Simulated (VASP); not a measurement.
Here is the system:

```xyz
2
Lattice="4.3914 0.0000 0.0000 0.0000 4.3914 0.0000 0.0000 0.0000 4.3914" Properties=species:S:1:pos:R:3 pbc="T T T"
Cs     0.0000     0.0000     0.0000
Br     2.1957     2.1957     2.1957
```

Calculation: SCAN meta-GGA, VASP's PBE PAW potentials (set 64) (plane waves; VASP). Run with 520 eV cut-off, 6×6×6 Γ-centred mesh, Gaussian smearing of 0.050 eV, potentials Cs_sv Br.

Unless said otherwise, spin-orbit coupling is left out, though it shifts the bands of the heavy elements here.

Task: Estimate the energy per atom (σ→0), band gap (on the k-mesh) with the smallest direct gap where there is one.

Result: 
- band gap (on the k-mesh): 4.93 eV
- smallest direct gap (on the k-mesh): 4.95 eV
- energy per atom (σ→0): -30.575 eV/atom

The compound is CsBr in the CsCl type structure. This cell is one point of a volume scan, at 1.06 of the reference volume.
